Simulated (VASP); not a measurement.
Level of theory: optB86b-vdW, VASP's PBE PAW potentials (set 64) (plane waves; VASP 6.6.1).

The input files of a VASP run:

### INCAR
```
SYSTEM = Cu
PREC = Accurate
ENCUT = 520
EDIFF = 1E-6
NELM = 100
ALGO = Normal
LREAL = .FALSE.
LASPH = .TRUE.
ISMEAR = 1
SIGMA = 0.1
GGA = MK
PARAM1 = 0.1234
PARAM2 = 1.0
LUSE_VDW = .TRUE.
AGGAC = 0.0
LMAXMIX = 4
LWAVE = .FALSE.
LCHARG = .FALSE.
IBRION = 2
ISIF = 3
NSW = 60
EDIFFG = -0.01
```

File KPOINTS:
```
Automatic mesh
0
Gamma
16 16 16
0 0 0
```

File POSCAR:
```
Cu
1.0
  0.0000000000   1.8050000000   1.8050000000
  1.8050000000   0.0000000000   1.8050000000
  1.8050000000   1.8050000000   0.0000000000
Cu
1
direct
  0.0000000000   0.0000000000   0.0000000000
```

POTCAR, in this order: Cu (PBE.64 set). Program: vasp_std.

### Question
Predict the energy per atom (σ→0), volume per atom, band gap (on the k-mesh).

### Answer

```yaml
energy per atom (σ→0): -0.928 eV/atom
band gap (on the k-mesh): none (metal, semimetal or under 0.01 eV)
volume_per_atom: 11.67 Å^3/atom
```

OSZICAR:
```
...
   2 F= -.92775735E+00 E0= -.92770782E+00  d E =-.231363E-03
       N       E                     dE             d eps       ncg     rms          rms(c)
DAV:   1    -0.929833422181E+00   -0.20760E-02   -0.38916E-02  2734   0.513E+00    0.371E-01
DAV:   2    -0.928494495193E+00    0.13389E-02   -0.30711E-02  2730   0.400E+00    0.149E-01
DAV:   3    -0.927865832545E+00    0.62866E-03   -0.48920E-03  2711   0.164E+00    0.521E-02
DAV:   4    -0.927812348637E+00    0.53484E-04   -0.69645E-05  3479   0.107E-01    0.186E-03
DAV:   5    -0.927812594461E+00   -0.24582E-06   -0.28557E-07  1666   0.676E-03
   3 F= -.92781259E+00 E0= -.92775930E+00  d E =-.286603E-03
```

The compound is Cu in the fcc structure. This run relaxes it. Symmetry was kept, so distortions that lower it aren't found.
